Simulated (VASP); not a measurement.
A run of VASP 6.6.1 is set up as follows.

File INCAR:

```
PREC = Accurate
ENCUT = 520
EDIFF = 1E-7
ISMEAR = 1
SIGMA = 0.1
LREAL = F
LASPH = T
NELM = 80
ALGO = Normal
ISIF = 2
LWAVE = F
LCHARG = F
LDIPOL = T
IDIPOL = 3
DIPOL = 0.5 0.5 0.500
GGA = MK
LUSE_VDW = T
AGGAC = 0.0
PARAM1 = 0.1234
PARAM2 = 0.711357
ZAB_VDW = -1.8867
NBANDS = 46
LVHAR = T
LVACPOTAV = T
ICORELEVEL = 1
KPAR = 4
```

KPOINTS

```
regular mesh
0
Gamma
  12 12 1
```

Contents of POSCAR:

```
TiTe2                                   
1.0
    3.7524374500      0.0000000000      0.0000000000
   -1.8762192700      3.2497064800      0.0000000000
    0.0000000000      0.0000000000     31.4858250300
  Te              Ti            
     6     3
Direct
     0.3333330000000032    0.6666659999999993    0.2378399974823861
     0.6666669999999968    0.3333340000000007    0.3475281878678596
     0.3333330000000032    0.6666659999999993    0.4452862402237123
     0.6666669999999968    0.3333340000000007    0.5547137597762876
     0.3333330000000032    0.6666659999999993    0.6524718121321404
     0.6666669999999968    0.3333340000000007    0.7621600025176138
     1.0000000000000000    1.0000000000000000    0.2931496476572609
     1.0000000000000000    1.0000000000000000    0.5000000000000000
     1.0000000000000000    0.0000000000000000    0.7068503523427392
```

Potentials or basis: VASP PAW PBE potentials, release 64 (Te, Ti_sv).

Launch:

```console
$ cat potpaw_PBE.64/Te/POTCAR potpaw_PBE.64/Ti_sv/POTCAR > POTCAR
$ mpirun -np 4 vasp_std > vasp.out
```

(1) What does it give for the band gap on the k mesh?

(2) Estimate the work function of the upper face.

Answers

(1) none (metal or under the smearing width).

(2) 5.12 eV.
